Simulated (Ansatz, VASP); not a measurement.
# Ti5Ge3 (Ti5Ge3 (P6_3/mcm)): VASP beside Ansatz, part 2 of 2

One calculation is typed for both programs; each brings its own data sets. How far apart do they land? The cell is taken from a series of runs on this material, whose earlier steps may have relaxed, scaled, displaced or heated it; both programs get it as it stands.

VASP 6.6.1 and Ansatz 0.2.0.

So far: Starting point; Ansatz: relaxation of cell and atoms, r2SCAN.

### Step 3. VASP: relaxation of cell and atoms, r2SCAN

Level of this step: r2SCAN; plane waves and PAW (Ti_sv, Ge_d) (VASP).

The same cell, functional, mesh and smearing now go to VASP, with its own data sets.

Lines of VASP's logs that name or quote its potential files are left out, and so is its time.

File INCAR:

```
SYSTEM = Ti5Ge3
PREC = Accurate
ENCUT = 550
EDIFF = 1E-07
NELM = 120
ISMEAR = -1
SIGMA = 0.05
LREAL = .FALSE.
ALGO = Normal
METAGGA = R2SCAN
LASPH = .TRUE.
NBANDS = 126
LORBIT = 11
LWAVE = .FALSE.
LCHARG = .FALSE.
ISIF = 3
IBRION = 2
NSW = 80
EDIFFG = -0.005
GGA_COMPAT = .FALSE.
NELMIN = 4
LMIXTAU = .TRUE.
KPAR = 4
```

File POSCAR:

```
Ti5Ge3
1.0
    7.5495880000      0.0000000000      0.0000000000
   -3.7747940000      6.5381350000      0.0000000000
    0.0000000000      0.0000000000      5.1989160000
Ti Ge
10 6
Direct
    0.9999999764      0.7491582553      0.7500000000
    0.2508416739      0.2508416503      0.7500000000
    0.9999999764      0.2508416503      0.2500000000
    0.3333333097      0.6666666195      0.5000000000
    0.7491582789      0.9999999528      0.7500000000
    0.7491582789      0.7491582553      0.2500000000
    0.3333333097      0.6666666195      0.0000000000
    0.2508416739      0.9999999528      0.2500000000
    0.6666666431      0.3333332861      0.5000000000
    0.6666666431      0.3333332861      0.0000000000
    0.6106854631      0.6106854395      0.7500000000
    0.3893144897      0.9999999528      0.7500000000
    0.9999999764      0.6106854395      0.2500000000
    0.6106854631      0.9999999528      0.2500000000
    0.9999999764      0.3893144661      0.7500000000
    0.3893144897      0.3893144661      0.2500000000
```

File KPOINTS:

```
Automatic mesh
0
Gamma
6 6 8
0 0 0
```

The projector-augmented-wave data sets are Ti_sv and Ge_d (PBE family, release 64).

Command:

```console
$ mpirun -np 4 vasp_std
```

Numbers of over 12 decimals in the logs are rounded to 6 here.

Log:

```text
[banner, memory and clock lines left out]
running    4 mpi-ranks, on    1 nodes
 distrk:  each k-point on    1 cores,    4 groups
 distr:  one band on    1 cores,    1 groups

 POSCAR found type information on POSCAR TiGe
 POSCAR found :  2 types and      16 ions
|                                                                             |
|               ----> ADVICE to this user running VASP <----                  |
|                                                                             |
|     You enforced a specific xc type in the INCAR file but a different       |
|     [... a line on the potential file left out ...]
|     I HOPE YOU KNOW WHAT YOU ARE DOING!                                     |
|                                                                             |

 LDA part: xc-table for (None), standard interpolation
 POSCAR, INCAR and KPOINTS ok, starting setup
 FFT: planning ... GRIDC
 FFT: planning ... GRID_SOFT
 FFT: planning ... GRID
 WAVECAR not read
 entering main loop
       N       E                     dE             d eps       ncg     rms          rms(c)
DAV:   1     0.346744040903E+04    0.34674E+04   -0.89534E+04 10670   0.381E+03
DAV:   2     0.624416914270E+03   -0.28430E+04   -0.27395E+04  8820   0.117E+03
DAV:   3    -0.103140571359E+03   -0.72756E+03   -0.69519E+03  9100   0.361E+02
DAV:   4    -0.259666112842E+03   -0.15653E+03   -0.15180E+03 13130   0.138E+02
DAV:   5    -0.279419208770E+03   -0.19753E+02   -0.19620E+02 13040   0.443E+01    0.384E+01
DAV:   6    -0.237613832736E+03    0.41805E+02   -0.14522E+02 13328   0.543E+01    0.138E+01
DAV:   7    -0.231133020615E+03    0.64808E+01   -0.57858E+01 12242   0.256E+01    0.180E+01
DAV:   8    -0.224657367744E+03    0.64757E+01   -0.25140E+01 11920   0.154E+01    0.469E+00
DAV:   9    -0.224505510611E+03    0.15186E+00   -0.34402E+00 13216   0.583E+00    0.265E+00
DAV:  10    -0.224882088346E+03   -0.37658E+00   -0.47056E-01 10160   0.269E+00    0.106E+00
DAV:  11    -0.224874494159E+03    0.75942E-02   -0.27241E-01 12000   0.171E+00    0.541E-01
DAV:  12    -0.224887727420E+03   -0.13233E-01   -0.43706E-02 10992   0.800E-01    0.297E-01
DAV:  13    -0.224883591984E+03    0.41354E-02   -0.14166E-02 11864   0.465E-01    0.142E-01
DAV:  14    -0.224887759521E+03   -0.41675E-02   -0.72172E-03  9976   0.345E-01    0.562E-02
DAV:  15    -0.224888253088E+03   -0.49357E-03   -0.95473E-04 10728   0.113E-01    0.487E-02
DAV:  16    -0.224888230675E+03    0.22413E-04   -0.11933E-04 12280   0.452E-02    0.282E-02
DAV:  17    -0.224888233853E+03   -0.31776E-05   -0.56458E-05 11288   0.275E-02    0.761E-03
DAV:  18    -0.224888242254E+03   -0.84013E-05   -0.19199E-05 11512   0.131E-02    0.101E-02
DAV:  19    -0.224888247530E+03   -0.52760E-05   -0.13180E-05  9416   0.174E-02    0.426E-03
DAV:  20    -0.224888248499E+03   -0.96937E-06   -0.33279E-06  9592   0.735E-03    0.276E-03
DAV:  21    -0.224888248667E+03   -0.16801E-06   -0.34804E-07  8360   0.206E-03    0.188E-03
DAV:  22    -0.224888248874E+03   -0.20630E-06   -0.17314E-07  6760   0.179E-03    0.728E-04
DAV:  23    -0.224888248916E+03   -0.42473E-07   -0.50370E-08  5384   0.989E-04
   1 F= -.22488825E+03 E0= -.22485161E+03  d E =-.224888E+03
 curvature:   0.00 expect dE= 0.000E+00 dE for cont linesearch  0.000E+00
 trial: gam= 0.00000 g(F)=  0.188E-05 g(S)=  0.119E-02 ort = 0.000E+00 (trialstep = 0.100E+01)
 search vector abs. value=  0.119E-02
 bond charge predicted
       N       E                     dE             d eps       ncg     rms          rms(c)
DAV:   1    -0.224911680042E+03   -0.23431E-01   -0.53676E-01 11366   0.471E+00    0.112E+00
DAV:   2    -0.224892155755E+03    0.19524E-01   -0.10242E-01 11218   0.149E+00    0.460E-01
DAV:   3    -0.224888792962E+03    0.33628E-02   -0.14583E-02 12242   0.532E-01    0.226E-01
DAV:   4    -0.224888702093E+03    0.90869E-04   -0.80212E-03 12332   0.346E-01    0.177E-01
DAV:   5    -0.224887815663E+03    0.88643E-03   -0.20623E-03 11538   0.184E-01    0.627E-02
DAV:   6    -0.224887386026E+03    0.42964E-03   -0.19051E-03  9906   0.154E-01    0.243E-02
DAV:   7    -0.224888187457E+03   -0.80143E-03   -0.10632E-03  9560   0.100E-01    0.384E-02
DAV:   8    -0.224888201151E+03   -0.13695E-04   -0.72738E-05 12180   0.290E-02    0.264E-02
DAV:   9    -0.224888190385E+03    0.10766E-04   -0.12621E-05 11296   0.161E-02    0.161E-02
DAV:  10    -0.224888203242E+03   -0.12857E-04   -0.13543E-05 10126   0.142E-02    0.422E-03
DAV:  11    -0.224888201466E+03    0.17754E-05   -0.29239E-06 10608   0.856E-03    0.204E-03
DAV:  12    -0.224888201947E+03   -0.48105E-06   -0.56705E-07  8240   0.347E-03    0.134E-03
DAV:  13    -0.224888201859E+03    0.88206E-07   -0.32212E-07  7160   0.178E-03
   2 F= -.22488820E+03 E0= -.22485133E+03  d E =0.470569E-04
 trial-energy change:    0.000047  1 .order    0.000064   -0.001195    0.001324
 step:   0.4847(harm=  0.4744)  dis= 0.00006  next Energy=  -224.888540 (dE=-0.292E-03)
 bond charge predicted
       N       E                     dE             d eps       ncg     rms          rms(c)
DAV:   1    -0.224894746356E+03   -0.65444E-02   -0.14221E-01 11264   0.241E+00    0.575E-01
DAV:   2    -0.224889490091E+03    0.52563E-02   -0.26954E-02 11116   0.769E-01    0.237E-01
DAV:   3    -0.224888600355E+03    0.88974E-03   -0.38602E-03 12250   0.272E-01    0.115E-01
DAV:   4    -0.224888607575E+03   -0.72201E-05   -0.20960E-03 12398   0.182E-01    0.917E-02
DAV:   5    -0.224888402347E+03    0.20523E-03   -0.55334E-04 11502   0.932E-02    0.321E-02
DAV:   6    -0.224888298866E+03    0.10348E-03   -0.51391E-04  9876   0.797E-02    0.127E-02
DAV:   7    -0.224888533213E+03   -0.23435E-03   -0.28543E-04  9526   0.518E-02    0.202E-02
DAV:   8    -0.224888539266E+03   -0.60523E-05   -0.19489E-05 12160   0.150E-02    0.138E-02
DAV:   9    -0.224888535631E+03    0.36342E-05   -0.35508E-06 11330   0.846E-03    0.856E-03
DAV:  10    -0.224888537616E+03   -0.19849E-05   -0.36106E-06  9312   0.727E-03    0.230E-03
DAV:  11    -0.224888538160E+03   -0.54365E-06   -0.78224E-07  8690   0.450E-03    0.104E-03
DAV:  12    -0.224888538465E+03   -0.30529E-06   -0.17025E-07  6232   0.201E-03    0.661E-04
DAV:  13    -0.224888538546E+03   -0.80781E-07   -0.67847E-08  5064   0.103E-03
   3 F= -.22488854E+03 E0= -.22485179E+03  d E =-.289630E-03
 curvature:  -0.24 expect dE=-0.215E-05 dE for cont linesearch -0.285E-06
 trial: gam= 0.03931 g(F)=  0.688E-05 g(S)=  0.217E-05 ort =-0.379E-04 (trialstep = 0.897E+00)
 search vector abs. value=  0.791E-05
 reached required accuracy - stopping structural energy minimisation
```

OUTCAR, selected parts (step 3):

```text
ion  position               nearest neighbor table
   1  1.000  0.749  0.750-  11 2.58  12 2.58  15 2.72  13 2.80  13 2.80
   2  0.251  0.251  0.750-  15 2.58  12 2.58  11 2.72  16 2.80  16 2.80
   3  1.000  0.251  0.250-  16 2.58  14 2.58  13 2.72  15 2.80  15 2.80
   4  0.333  0.667  0.500-   7 2.60   7 2.60  13 2.67  11 2.67  15 2.67  12 2.67  14 2.67  16 2.67

  LATTYP: Found a hexagonal cell.
 ALAT       =     7.5495880000
 C/A-ratio  =     0.6886357242

 Subroutine GETGRP returns: Found 24 space group operations
 (whereof 12 operations were pure point group operations)

The static configuration has the point symmetry D_3d.
 The point group associated with its full space group is D_6h.

 Found     35 irreducible k-points:

   k-points           NKPTS =     35   k-points in BZ     NKDIM =     35   number of bands    NBANDS=    126

   dimension x,y,z NGX =    60 NGY =   60 NGZ =   40
   dimension x,y,z NGXF=   120 NGYF=  120 NGZF=   80

   ENCUT  =  550.0 eV  40.42 Ry    6.36 a.u.  14.44 14.44  9.94*2*pi/ulx,y,z

   NELECT =     204.0000    total number of electrons

 k-points in reciprocal lattice and weights: Automatic mesh
   0.00000000  0.00000000  0.00000000       0.003
   0.16666667  0.00000000  0.00000000       0.021
   0.33333333  0.00000000  0.00000000       0.021
   0.50000000  0.00000000  0.00000000       0.010
   0.16666667  0.16666667  0.00000000       0.021
   0.33333333  0.16666667  0.00000000       0.042
   0.33333333  0.33333333  0.00000000       0.007
   0.00000000  0.00000000  0.12500000       0.007
   0.16666667  0.00000000  0.12500000       0.042
[...]
0.33333333  0.16666667  0.50000000       0.042
   0.33333333  0.33333333  0.50000000       0.007

 average (electrostatic) potential at core
       1 -76.9577       2 -76.9577       3 -76.9577       4 -76.2790       5 -76.9577
       6 -76.9577       7 -76.2790       8 -76.9577       9 -76.2790      10 -76.2790
      11 -74.7555      12 -74.7555      13 -74.7555      14 -74.7555      15 -74.7555
      16 -74.7555

 E-fermi :   8.7872

 k-point     1 :       0.0000    0.0000    0.0000
  band No.  band energies     occupation
    ...
     98       7.5604      2.00000
     99       7.6895      2.00000
    100       8.1435      1.99999
    101       8.1972      1.99998
    102       8.1972      1.99998
    103       9.1175      0.00270
    104       9.1175      0.00270
    105       9.2035      0.00048
    106       9.2035      0.00048
    107       9.2521      0.00018
    ...

 k-point     2 :       0.1667    0.0000    0.0000
  band No.  band energies     occupation
    ...
     98       7.7165      2.00000
     99       7.7957      2.00000
    100       8.0030      2.00000
    101       8.1281      2.00000
    102       8.2402      1.99996
    103       9.0180      0.01958
    104       9.1662      0.00102
    105       9.1883      0.00066
    106       9.2366      0.00025
    107       9.2888      0.00009
    ...

 k-point     3 :       0.3333    0.0000    0.0000
  band No.  band energies     occupation
    ...
     99       7.9398      2.00000
    100       7.9948      2.00000
    101       8.1064      2.00000
    102       8.4271      1.99851
    103       8.7134      1.62801
    104       9.0430      0.01193
    105       9.2854      0.00009
    106       9.3076      0.00006
    107       9.3600      0.00002
    108       9.5382      0.00000
    ...

  Total       -0.0089936     -0.0089936     -0.0236023      0.0000000     -0.0000000      0.0000000
  in kB       -0.0560633     -0.0560633     -0.1471291      0.0000000     -0.0000000      0.0000000
  external PRESSURE =      -0.0864186 kB  Pullay stress =       0.0000000 kB

  energy-cutoff  :      550.00
  volume of cell :      257.02
      direct lattice vectors                 reciprocal lattice vectors
     7.554095457  0.000000000  0.000000000     0.132378523  0.076428776  0.000000000
    -3.777047729  6.542038572 -0.000000000    -0.000000000  0.152857552  0.000000000
     0.000000000 -0.000000000  5.200806763    -0.000000000  0.000000000  0.192277861

 POSITION                                       TOTAL-FORCE (eV/Angst)
 -----------------------------------------------------------------------------------
      4.72448      4.90103      3.90061         0.001839     -0.003186      0.000000
      0.94744      1.64101      3.90061         0.001839      0.003186     -0.000000
      6.60666      1.64101      1.30020        -0.001839      0.003186     -0.000000
     -0.00000      4.36136      2.60040        -0.000000      0.000000      0.000000
      1.88217      6.54204      3.90061        -0.003678      0.000000     -0.000000
      2.82961      4.90103      1.30020        -0.001839     -0.003186      0.000000
     -0.00000      4.36136     -0.00000        -0.000000      0.000000      0.000000
     -1.88217      6.54204      1.30020         0.003678      0.000000     -0.000000
      3.77705      2.18068      2.60040        -0.000000      0.000000      0.000000
      3.77705      2.18068      0.00000        -0.000000      0.000000      0.000000
      2.30662      3.99518      3.90061         0.001600      0.002770     -0.000000
     -0.83619      6.54204      3.90061        -0.003199      0.000000      0.000000
      5.24748      3.99518      1.30020        -0.001600      0.002770     -0.000000
      0.83619      6.54204      1.30020         0.003199      0.000000      0.000000
      6.08367      2.54686      3.90061         0.001600     -0.002770      0.000000
      1.47043      2.54686      1.30020        -0.001600     -0.002770      0.000000
 -----------------------------------------------------------------------------------
    total drift:                                0.000072      0.005804     -0.000000

  FREE ENERGIE OF THE ION-ELECTRON SYSTEM (eV)
  ---------------------------------------------------
  free  energy   TOTEN  =      -224.8885385459 eV

  energy  without entropy=     -224.8150399045  energy(sigma->0) =     -224.85178923

 reached required accuracy - stopping structural energy minimisation

 total charge
# of ion       s       p       d       tot
------------------------------------------
    1        2.167   6.133   1.836  10.137
    2        2.167   6.133   1.836  10.137
    3        2.167   6.133   1.836  10.137
    4        2.191   6.162   1.988  10.341
    5        2.167   6.133   1.836  10.137
    6        2.167   6.133   1.836  10.137
    7        2.191   6.162   1.988  10.341
    8        2.167   6.133   1.836  10.137
    9        2.191   6.162   1.988  10.341
   10        2.191   6.162   1.988  10.341
   11        1.104   1.449  10.042  12.595
   12        1.104   1.449  10.042  12.595
   13        1.104   1.449  10.042  12.595
   14        1.104   1.449  10.042  12.595
   15        1.104   1.449  10.042  12.595
   16        1.104   1.449  10.042  12.595
--------------------------------------------------
tot         28.393  70.138  79.222 177.753

[... 3 further parts left out ...]
```

The run keeps the 24 symmetry operations of its start, so it cannot find a distortion of lower symmetry.

### Step 4. Comparison

Known differences besides the potentials themselves: VASP keeps PBE cores, Ansatz makes them for the functional; the cutoff is 500 eV in Ansatz and 550 eV in VASP; Ansatz adds a Pulay correction to the stress that steers its cell, VASP none; in our runs with r2SCAN, forces from VASP's data set Ti_sv part from Ansatz's all-electron ones, so neither program is the reference here. Total energies have different zeros and are not compared.

Compared:

| quantity | Ansatz | VASP | difference |
| --- | --- | --- | --- |
| volume (Å³) | 256.42 | 257.02 | -0.23 % |
| edge a after relaxation, in the typed setting (Å) | 7.548 | 7.554 | -0.08 % |
| edge c after relaxation, in the typed setting (Å) | 5.197 | 5.201 | -0.08 % |

### Step 5. What came out

* difference in volume (relaxation of cell and atoms, r2SCAN): -0.23 %

In words: The difference in volume is -0.23 % (relaxation of cell and atoms, r2SCAN), within the 1.2 % picked in this series as the mark of a large difference, as far as the stopping tolerances let one tell. How closely two codes agree says nothing of how well the functional describes the real material.

[Lines on the potential files, build, host, timing and source positions are cut from VASP's logs without a mark.]

[Logs are printed without paths, hosts, clocks, repeated set-up lines and the standing remarks that a program may print on its own settings, such as how far it seeks lower states.]

[Hosts, paths, dates, database ids (printed as entryN), source tags and the programs' standing remarks are cut or masked in the printed files.]
